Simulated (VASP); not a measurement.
## HfB: changing the dispersion correction

The cell as given:

Symmetry: Fm-3m, No. 225, cubic system. Conventional cell: a = 4.620 Å, b = 4.620 Å, c = 4.620 Å, α = 90.00°, β = 90.00°, γ = 90.00°. Around Hf (site symmetry m-3m) lie 6 B at 2.31 Å. B (site symmetry m-3m) is surrounded by 6 Hf at 2.31 Å.

Kept alike: task relaxation of cell and atoms; functional BLYP; k mesh 10 × 10 × 10; occupations fermi-dirac, width 0.05 eV; no spin polarisation. Program: VASP, PBE PAW files B, Hf_pv, 600 eV. The mesh is that of the run's cell of 2 atoms. No spin-orbit coupling.

| dispersion correction | volume (Å³/atom) |
| --- | --- |
| D3(zero) | 14.039 |
| D3(BJ) | 13.817 |
| D4 | 14.061 |

The relaxations keep at least the cell's symmetry (Fm-3m). For a metal such a mesh leaves the last digits unconverged. Relaxations stop with a little pressure left, so the last digits of a volume or edge aren't settled. Runs of this series that gave no sound value for these columns are left out. All rows use potentials made for PBE.

Question: What does the dispersion correction change here?

Answer: The volume runs from 13.817 (D3(BJ)) to 14.061 Å³/atom (D4).
